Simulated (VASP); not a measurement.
As, 2 atoms in the cell. It takes space group R-3m (No. 166, trigonal). Conventional cell: a = 3.762 Å, b = 3.762 Å, c = 10.542 Å, α = 90.00°, β = 90.00°, γ = 120.00°. Around As (site symmetry 3m) lie 3 As at 2.51 Å. 

| Quantity | Value |
| --- | --- |
| Program | VASP 6.6.1 |
| Task | relaxation of cell and atoms |
| Functional | PBEsol |
| Potentials or basis | VASP PAW PBE potentials, release 64 (As) |
| Cutoff | 600 eV |
| k mesh | 12 × 12 × 10 |
| Occupations | gaussian, width 0.03 eV |
| Spin | no spin polarisation |
| Further INCAR settings | ALGO = Normal; EDIFF = 1e-06; IBRION = 2; EDIFFG = -0.01; NSW = 90; ISIF = 3 |

Potentials or basis: VASP PAW PBE potentials, release 64 (As).

Command:

```bash
$ cat potpaw_PBE.64/As/POTCAR > POTCAR
$ mpirun -np 1 vasp_std > vasp.out
```

Hardware: 1 thread of Intel(R) Xeon(R) Platinum 8488C (Sapphire Rapids), with other jobs on the host.

Estimate the wall time of this run.

Wall time 11 min on 1 thread of Intel(R) Xeon(R) Platinum 8488C (Sapphire Rapids), on a shared host, peak memory 0.33 GiB. Counts: scf iterations 60, k points 391, ion steps 11.
